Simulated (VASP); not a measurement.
A cell of Ag (fcc) near equilibrium:

```yaml
crystal:
  lattice:
    - [0.00000, 2.05057, 2.05057]
    - [2.05057, 0.00000, 2.05057]
    - [2.05057, 2.05057, 0.00000]
  atoms:
    - { symbol: Ag, position: [0.00000, 0.00000, 0.00000] }
```

All values below come from r2SCAN meta-GGA, VASP's PBE PAW potentials (set 64) (plane waves; VASP).

```json
[
 {"run": "as it is", "ΔE (meV/atom)": "0.0", "σxx": "0.43", "σyy": "0.43", "σzz": "0.43", "largest shear component, with its sign (GPa)": "0.00", "largest force (eV/Å)": "0.000"},
 {"run": "after one change", "ΔE (meV/atom)": "35.3", "σxx": "-6.79", "σyy": "-6.79", "σzz": "-6.79", "largest shear component, with its sign (GPa)": "0.00", "largest force (eV/Å)": "0.000"}
]
```
Stress is in GPa, positive when the cell is compressed.

Question: What was changed between the two runs?
A. uniaxial strain of +1.0 % along x
B. isotropic strain of +3.0 %
C. isotropic strain of +4.0 %
D. biaxial strain of +1.5 % in the xz plane

Answer: B, isotropic strain of +3.0 %

The compound is Ag in the fcc structure.
